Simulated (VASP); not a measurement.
# PtBr2 (R-3m) in VASP: further runs

The runs below take PtBr2 through single point, with r2SCAN+U, LDA.

Program: VASP 6.6.1. These are calculated values, not measurements. Logs are shortened: lines on timing, memory, paths and dates and some standing lists are left out, and cuts for length are marked.

**1. The structure**

The structure is trigonal, space group R-3m (No. 166). The conventional cell has a = 4.055 Å, b = 4.055 Å, c = 18.391 Å, α = 90.00°, β = 90.00°, γ = 120.00°. Around Pt (site symmetry -3m) lie 6 Br at 2.78 Å. Br (site symmetry 3m) has 3 Pt at 2.78 Å as nearest neighbours.

The cell was built by a generator and needn't be a form met in nature.

**2. Single point, r2SCAN+U**

Contents of INCAR:

```
PREC = Accurate
ENCUT = 520
EDIFF = 1E-6
ISMEAR = 0
SIGMA = 0.05
LREAL = False
LASPH = True
NELM = 60
ALGO = Normal
ISIF = 2
LWAVE = False
LCHARG = False
LMAXMIX = 4
LDAU = True
LDAUTYPE = 2
LDAUL = 2 -1
LDAUU = 6 0
LDAUJ = 0 0
LDAUPRINT = 1
METAGGA = R2SCAN
LMIXTAU = True
```

Contents of KPOINTS:

```
Automatic mesh
0
Gamma
  6 6 6
```

Contents of POSCAR:

```
PtBr2
1.0
    2.0275947800      1.1706323900      6.1301826500
   -2.0275947800      1.1706323900      6.1301826500
    0.0000000000     -2.3412647800      6.1301826500
Pt Br
1 2
Direct
    0.0000000000      0.0000000000      0.0000000000
    0.2520000000      0.2520000000      0.2520000000
    0.7480000000      0.7480000000      0.7480000000
```

Potentials or basis: VASP PAW PBE potentials, release 64 (Pt, Br).

Run with:

```console
cat potpaw_PBE.64/Pt/POTCAR potpaw_PBE.64/Br/POTCAR > POTCAR
mpirun -np 1 vasp_std > vasp.out
```

OUTCAR:

```text
PREC = Accurate
   ENCUT = 520
   EDIFF = 1E-6
   ISMEAR = 0
   LREAL = False
   LASPH = True
   NELM = 60
   ISIF = 2
   METAGGA = R2SCAN

 ion  position               nearest neighbor table
   1  0.000  0.000  0.000-   3 2.78   2 2.78   3 2.78   3 2.78   2 2.78   2 2.78
   2  0.252  0.252  0.252-   1 2.78   1 2.78   1 2.78
   3  0.748  0.748  0.748-   1 2.78   1 2.78   1 2.78

  LATTYP: Found a trigonal (rhomboedric) cell.
 ALAT       =     6.5620621840
 COS(alpha) =     0.8090535272

  Lattice vectors:

 A1 = (   2.0275947800,   1.1706323900,   6.1301826500)
 A2 = (  -2.0275947800,   1.1706323900,   6.1301826500)
 A3 = (   0.0000000000,  -2.3412647800,   6.1301826500)

Analysis of symmetry for initial positions (statically):
=====================================================================
 Subroutine PRICEL returns:
 Original cell was already a primitive cell.

 Routine SETGRP: Setting up the symmetry group for a
 trigonal (rhombohedral) supercell.

 Subroutine GETGRP returns: Found 12 space group operations
 (whereof 12 operations were pure point group operations)
 out of a pool of 12 trial point group operations.

The static configuration has the point symmetry D_3d.

Analysis of symmetry for dynamics (positions and initial velocities):
=====================================================================
 Subroutine PRICEL returns:
 Original cell was already a primitive cell.

 Routine SETGRP: Setting up the symmetry group for a
 trigonal (rhombohedral) supercell.

 Subroutine GETGRP returns: Found 12 space group operations
 (whereof 12 operations were pure point group operations)
 out of a pool of 12 trial point group operations.

The dynamic configuration has the point symmetry D_3d.

 Subroutine INISYM returns: Found 12 space group operations
 (whereof 12 operations are pure point group operations),
 and found     1 'primitive' translations

----------------------------------------------------------------------------------------

                                     Primitive cell

  volume of cell :      87.3024

  direct lattice vectors                    reciprocal lattice vectors
     2.027594780  1.170632390  6.130182650     0.246597597  0.142373189  0.054375759
    -2.027594780  1.170632390  6.130182650    -0.246597597  0.142373189  0.054375759
     0.000000000 -2.341264780  6.130182650     0.000000000 -0.284746378  0.054375759

  length of vectors
     6.562062184  6.562062184  6.562062183     0.289891743  0.289891743  0.289891744

  position of ions in fractional coordinates (direct lattice)
     0.000000000  0.000000000  0.000000000
     0.252000000  0.252000000  0.252000000
     0.748000000  0.748000000  0.748000000

  ion indices of the primitive-cell ions
   primitive index   ion index
                 1           1
                 2           2
                 3           3

----------------------------------------------------------------------------------------

 KPOINTS: Automatic mesh

Automatic generation of k-mesh.
 Grid dimensions read from file:
 generate k-points for:    6    6    6

 Generating k-lattice:

  Cartesian coordinates                     Fractional coordinates (reciprocal lattice)
     0.041099599  0.023728865  0.009062626     0.166666667  0.000000000  0.000000000
    -0.041099599  0.023728865  0.009062626     0.000000000  0.166666667  0.000000000
     0.000000000 -0.047457730  0.009062626     0.000000000  0.000000000  0.166666667

  Length of vectors
     0.048315291  0.048315291  0.048315291

  Shift w.r.t. Gamma in fractional coordinates (k-lattice)
     0.000000000  0.000000000  0.000000000

[... 52 lines left out ...]
   EDIFFG = 0.1E-04   stopping-criterion for IOM
   NSW    =      0    number of steps for IOM
   IBRION =     -1    ionic relax: 0-MD 1-quasi-New 2-CG
   NFREE  =      0    steps in history (QN), initial steepest desc. (CG)
   ISIF   =      2    stress and relaxation
   ISYM   =      2    0-nonsym 1-usesym 2-fastsym
   POTIM  = 0.5000    time-step for ionic-motion
   TEBEG  =    0.0;   TEEND  =   0.0 temperature during run
   PSTRESS=    0.0 pullay stress
   NELECT =      24.0000    total number of electrons
   NUPDOWN=      -1.0000    fix difference up-down
   EMIN   =  10.00;   EMAX   =-10.00  energy-range for DOS
   EFERMI =   0.00;   METHOD = LEGACY
   ISMEAR =     0;   SIGMA  =   0.05  broadening in eV -4-tet -1-fermi 0-gaus
   EFERMI_NEDOS =   21; number of points for ismear=-14 and -15
   IALGO  =     38    algorithm
   IMIX   =      4    mixing-type and parameters
     AMIX     =   0.40;   BMIX     =  1.00
     AMIX_MAG =   1.60;   BMIX_MAG =  1.00
  volume/ion in A,a.u.               =      29.10       196.38
  Fermi-wavevector in a.u.,A,eV,Ry     =   1.064477  2.011571 15.416927  1.133112
  Thomas-Fermi vector in A             =   2.199997
   LORBIT       =      0    0 simple, 1 ext, 2 COOP (PROOUT), +10 PAW based schemes
 LDA+U is selected, type is set to LDAUTYPE =  2
   angular momentum for each species LDAUL =     2   -1
   U (eV)           for each species LDAUU =   6.0  0.0
   J (eV)           for each species LDAUJ =   0.0  0.0
   METAGGA = R2SCAN    functional components
   LHFCALC =     F    Hartree Fock is set to
   AEXX    =    0.0000 exact exchange contribution
   IVDW    =     0    specifies the selected vdW correction
   LEPSILON=     F    determine dielectric tensor
   LRPA    =     F    only Hartree local field effects (RPA)
 non-spin polarized calculation
 Gauss-broadening in eV      SIGMA  =   0.05
  energy-cutoff  :      520.00
  volume of cell :       87.30
 maximum number of plane-waves:      2373
 NGX is ok and might be reduce to    50
   NGX = 25   NGY = 25   NGZ = 25

 number of electron      23.9999998 magnetization

 Free energy of the ion-electron system (eV)
  ---------------------------------------------------
  ext. energy  EPLUGINS =         0.00000000
  ---------------------------------------------------
  free energy    TOTEN  =       -79.93732629 eV

  energy without entropy =      -79.93004423  energy(sigma->0) =      -79.93368526

atom =   1  type =  1  l = 2

 onsite density matrix

spin component  1

  0.8660 -0.0000  0.0000 -0.1124  0.0000
 -0.0000  0.7995  0.0000 -0.0000 -0.1124
  0.0000  0.0000  0.9516 -0.0000 -0.0000
 -0.1124 -0.0000 -0.0000  0.7995 -0.0000
  0.0000 -0.1124 -0.0000 -0.0000  0.8660

spin component  2

  0.8660 -0.0000  0.0000 -0.1124  0.0000
 -0.0000  0.7995  0.0000 -0.0000 -0.1124
  0.0000  0.0000  0.9516 -0.0000 -0.0000
 -0.1124 -0.0000 -0.0000  0.7995 -0.0000
  0.0000 -0.1124 -0.0000 -0.0000  0.8660

 occupancies and eigenvectors

  o =  0.7156  v =  0.0000 -0.8011 -0.0000 -0.0000 -0.5985  0.0000  0.0000  0.0000  0.0000  0.0000      0.0000  0.0000  0.0000  0.0000  0.0000  0.0000  0.0000  0.0000  0.0000  0.0000
  o =  0.7156  v =  0.0000  0.0000  0.0000  0.0000  0.0000  0.0000 -0.8011 -0.0000 -0.0000 -0.5985      0.0000  0.0000  0.0000  0.0000  0.0000  0.0000  0.0000  0.0000  0.0000  0.0000
  o =  0.7156  v =  0.0000  0.0000  0.0000  0.0000  0.0000  0.5985  0.0000 -0.0000  0.8011 -0.0000      0.0000  0.0000  0.0000  0.0000  0.0000  0.0000  0.0000  0.0000  0.0000  0.0000
  o =  0.7156  v =  0.5985  0.0000 -0.0000  0.8011 -0.0000  0.0000  0.0000  0.0000  0.0000  0.0000      0.0000  0.0000  0.0000  0.0000  0.0000  0.0000  0.0000  0.0000  0.0000  0.0000
  o =  0.9499  v =  0.0000 -0.5985  0.0000  0.0000  0.8011  0.0000  0.0000  0.0000  0.0000  0.0000      0.0000  0.0000  0.0000  0.0000  0.0000  0.0000  0.0000  0.0000  0.0000  0.0000
  o =  0.9499  v =  0.0000  0.0000  0.0000  0.0000  0.0000  0.0000 -0.5985  0.0000  0.0000  0.8011      0.0000  0.0000  0.0000  0.0000  0.0000  0.0000  0.0000  0.0000  0.0000  0.0000
  o =  0.9499  v = -0.8011  0.0000 -0.0000  0.5985 -0.0000  0.0000  0.0000  0.0000  0.0000  0.0000      0.0000  0.0000  0.0000  0.0000  0.0000  0.0000  0.0000  0.0000  0.0000  0.0000
  o =  0.9499  v =  0.0000  0.0000  0.0000  0.0000  0.0000 -0.8011  0.0000 -0.0000  0.5985 -0.0000      0.0000  0.0000  0.0000  0.0000  0.0000  0.0000  0.0000  0.0000  0.0000  0.0000
  o =  0.9516  v =  0.0000  0.0000  1.0000  0.0000 -0.0000  0.0000  0.0000  0.0000  0.0000  0.0000      0.0000  0.0000  0.0000  0.0000  0.0000  0.0000  0.0000  0.0000  0.0000  0.0000
  o =  0.9516  v =  0.0000  0.0000  0.0000  0.0000  0.0000  0.0000  0.0000  1.0000  0.0000 -0.0000      0.0000  0.0000  0.0000  0.0000  0.0000  0.0000  0.0000  0.0000  0.0000  0.0000

 number of electron      23.9999998 magnetization

 Free energy of the ion-electron system (eV)
  ---------------------------------------------------
  ext. energy  EPLUGINS =         0.00000000
  ---------------------------------------------------
  free energy    TOTEN  =       -73.68716513 eV

  energy without entropy =      -73.67744205  energy(sigma->0) =      -73.68230359

 E-fermi :   1.7835     XC(G=0):  -9.2739

 val. band max:        1.7757580555   @ k =  -0.3333   0.3333   0.0000
 cond. band min:       1.7840890013   @ k =  -0.3333   0.3333   0.1667
 fundamental gap:      0.0083309458
 Fermi energy:         1.7835297973

 k-point     1 :       0.0000    0.0000    0.0000
  band No.  band energies     occupation
      1     -14.2830      2.00000
      2     -13.6497      2.00000
      3      -3.8500      2.00000
      4      -2.9175      2.00000
      5      -2.9175      2.00000
      6      -1.7716      2.00000
[... 433 lines left out ...]
      3      -3.6363      2.00000
      4      -2.9643      2.00000
      5      -2.5476      2.00000
      6      -2.2561      2.00000
[... 8 lines left out ...]
     15       8.2770      0.00000
     16       9.2704      0.00000

 [... further k-points ...]

------------------------ aborting loop because EDIFF is reached ----------------------------------------

  FORCE on cell =-STRESS in cart. coord.  units (eV):
  Direction    XX          YY          ZZ          XY          YZ          ZX
  --------------------------------------------------------------------------------------
  -------------------------------------------------------------------------------------
  Total       -4.4017342     -4.4017342     -3.5946802     -0.0000000      0.0000000      0.0000000
  in kB      -80.7807782    -80.7807779    -65.9696942     -0.0000000      0.0000000      0.0000000
  external PRESSURE =     -75.8437501 kB  Pullay stress =       0.0000000 kB

 VOLUME and BASIS-vectors are now :
 -----------------------------------------------------------------------------
  energy-cutoff  :      520.00
  volume of cell :       87.30
      direct lattice vectors                 reciprocal lattice vectors
     2.027594780  1.170632390  6.130182650     0.246597597  0.142373189  0.054375759
    -2.027594780  1.170632390  6.130182650    -0.246597597  0.142373189  0.054375759
     0.000000000 -2.341264780  6.130182650     0.000000000 -0.284746378  0.054375759

 POSITION                                       TOTAL-FORCE (eV/Angst)
 -----------------------------------------------------------------------------------
      0.00000      0.00000      0.00000        -0.000000     -0.000000     -0.000000
      0.00000      0.00000      4.63442         0.000000      0.000000      0.978634
      0.00000      0.00000     13.75613         0.000000     -0.000000     -0.978634
 -----------------------------------------------------------------------------------
    total drift:                                0.000000      0.000000     -0.000000

  FREE ENERGIE OF THE ION-ELECTRON SYSTEM (eV)
  ---------------------------------------------------
  free  energy   TOTEN  =       -73.6871651302 eV

  energy  without entropy=      -73.6774420484  energy(sigma->0) =      -73.68230359
```

It took 9.6 min on 1 thread of Intel Xeon Platinum 8488C (Sapphire Rapids), shared host; peak memory 0.38 GiB.

Results:

```
Free energy            : -73.6872 eV
Pressure               : -7.6 GPa
Largest force          : 0.979 eV/Å
Band gap on the k mesh : none (metal or under the smearing width)
```

Forces on the atoms (eV/Å):
```
Pt   0.000  0.000  0.000
Br   0.000  0.000  0.979
Br   0.000  0.000 -0.979
```

Eigenvalues of the final occupation matrices:
```tsv
site	spin	trace	eigenvalues
site 1 d	1	4.28	0.72 0.72 0.95 0.95 0.95
site 1 d	2	4.28	0.72 0.72 0.95 0.95 0.95
```

Caveat: the PAW data sets were made with another functional, which shifts forces and pressure a little; U without spin polarisation on a metal has little footing.

**3. Single point, LDA, collinear spin, ferromagnetic start**

Contents of INCAR:

```
SYSTEM = PtBr2
PREC = Accurate ; ENCUT = 520
EDIFF = 1E-6 ; ISMEAR = 0
SIGMA = 0.05 ; LREAL = .False.
LASPH = .True. ; NELM = 60
ALGO = Normal ; ISIF = 2
LWAVE = .False. ; LCHARG = .False.
ISPIN = 2 ; MAGMOM = 0.5 0 0
LORBIT = 11 ; LMAXMIX = 4
GGA = CA ; NBANDS = 23
```

Contents of KPOINTS:

```
regular mesh
0
Gamma
  6 6 6
  0 0 0
```

POSCAR is that of step 2.

Potentials or basis: VASP PAW LDA potentials, release 64 (Pt, Br).

Run with:

```console
cat potpaw_LDA.64/Pt/POTCAR potpaw_LDA.64/Br/POTCAR > POTCAR
mpirun -np 1 vasp_std > vasp.out
```

It took 6.3 min on 1 thread of Intel Xeon Platinum 8488C (Sapphire Rapids), shared host; peak memory 0.36 GiB.

Results (log left out):

```
Free energy                                           : -10.8397 eV
Pressure                                              : -9.3 GPa
Largest force                                         : 1.316 eV/Å
Band gap on the k mesh                                : none (metal or under the smearing width)
Net moment                                            : 1.75 μB per cell
Site moments                                          : Pt +0.98; Br +0.27 μB
Valence electrons inside the program's atomic spheres : Pt 8.79; Br 4.73
```

Forces in eV/Å, atoms in the order of the input:
```
Pt   0.000  0.000  0.000
Br   0.000  0.000  1.316
Br   0.000  0.000 -1.316
```

Stress tensor (GPa, compression positive):
```
-9.68  0.00  0.00
 0.00 -9.68  0.00
 0.00  0.00 -8.47
```

Levels at points of the mesh, in eV from the Fermi level:
Spin up:
| k point | band 11 | band 12 | band 13 | band 14 | band 15 | band 16 |
| --- | --- | --- | --- | --- | --- | --- |
| (0.00, 0.00, 0.00) | -1.81 | -0.02 | -0.02 | 1.30 | 4.07 | 7.07 |
| (0.50, 0.00, 0.00) | -1.82 | -0.38 | -0.17 | 2.97 | 5.27 | 7.21 |
| (0.50, 0.50, 0.00) | -1.81 | 0.04 | 0.08 | 2.20 | 4.48 | 7.44 |
| (0.50, 0.50, 0.50) | -1.87 | 0.09 | 0.09 | 2.74 | 4.13 | 7.49 |
Spin down:
```tsv
k point	band 8	band 9	band 10	band 11	band 12	band 13	band 14	band 15
(0.00, 0.00, 0.00)	-1.87	-1.87	-1.60	-1.44	0.52	0.52	1.52	4.19
(0.50, 0.00, 0.00)	-2.82	-1.82	-1.51	-1.42	0.21	0.40	3.26	5.42
(0.50, 0.50, 0.00)	-2.57	-1.94	-1.50	-1.42	0.60	0.63	2.46	4.60
(0.50, 0.50, 0.50)	-2.17	-1.86	-1.86	-1.51	0.62	0.62	3.00	4.26
```

Caveat: forces of over 1 eV/Å show positions far from the minimum, so gaps and moduli don't describe the material at rest. Spin-orbit coupling is left out, which matters for the levels of Pt.

**4. Single point, LDA, collinear spin, ferromagnetic start**

Contents of INCAR:

```
  PREC = Accurate
  ENCUT = 520
  EDIFF = 1E-6
  ISMEAR = 0
  SIGMA = 0.05
  LREAL = False
  LASPH = True
  NELM = 100
  ALGO = Normal
  ISIF = 2
  LWAVE = False
  LCHARG = True
  ISPIN = 2
  MAGMOM = 0.5 0 0
  LORBIT = 11
  LMAXMIX = 4
  LELF = True
  LVHAR = True
  NBANDS = 23
```

Contents of KPOINTS:

```
regular mesh
0
Gamma
  6 6 6
```

POSCAR is that of step 3.

Run with:

```console
cat potpaw_LDA.64/Pt/POTCAR potpaw_LDA.64/Br/POTCAR > POTCAR
mpirun -np 1 vasp_std > vasp.out
```

It took 9.7 min on 1 thread of Intel Xeon Platinum 8488C (Sapphire Rapids), shared host; peak memory 0.35 GiB.

Results (log left out):

```yaml
Free_energy: -10.8397 eV
Pressure: -9.3 GPa
Largest_force: 1.316 eV/Å
Band_gap_on_the_k_mesh: none (metal or under the smearing width)
Net_moment: 1.75 μB per cell
Site_moments: Pt +0.98; Br +0.27 μB
Valence_electrons_inside_the_program's_atomic_spheres: Pt 8.79; Br 4.73
```

Forces on the atoms (eV/Å):
```
Pt   0.000  0.000  0.000
Br   0.000  0.000  1.316
Br   0.000  0.000 -1.316
```

Stress tensor (GPa, compression positive):
```
-9.68  0.00  0.00
 0.00 -9.68  0.00
 0.00  0.00 -8.47
```

Levels at points of the mesh, in eV from the Fermi level:
Spin up:
| k point | band 11 | band 12 | band 13 | band 14 | band 15 | band 16 |
| --- | --- | --- | --- | --- | --- | --- |
| (0.00, 0.00, 0.00) | -1.81 | -0.02 | -0.02 | 1.30 | 4.07 | 7.07 |
| (0.50, 0.00, 0.00) | -1.82 | -0.38 | -0.17 | 2.97 | 5.27 | 7.21 |
| (0.50, 0.50, 0.00) | -1.81 | 0.04 | 0.08 | 2.20 | 4.48 | 7.44 |
| (0.50, 0.50, 0.50) | -1.87 | 0.09 | 0.09 | 2.74 | 4.13 | 7.49 |
Spin down:
```tsv
k point	band 8	band 9	band 10	band 11	band 12	band 13	band 14	band 15
(0.00, 0.00, 0.00)	-1.87	-1.87	-1.60	-1.44	0.52	0.52	1.52	4.19
(0.50, 0.00, 0.00)	-2.82	-1.82	-1.51	-1.42	0.21	0.40	3.26	5.42
(0.50, 0.50, 0.00)	-2.57	-1.94	-1.50	-1.42	0.60	0.63	2.46	4.60
(0.50, 0.50, 0.50)	-2.17	-1.86	-1.86	-1.51	0.62	0.62	3.00	4.26
```

Caveat: forces of over 1 eV/Å show positions far from the minimum, so gaps and moduli don't describe the material at rest.
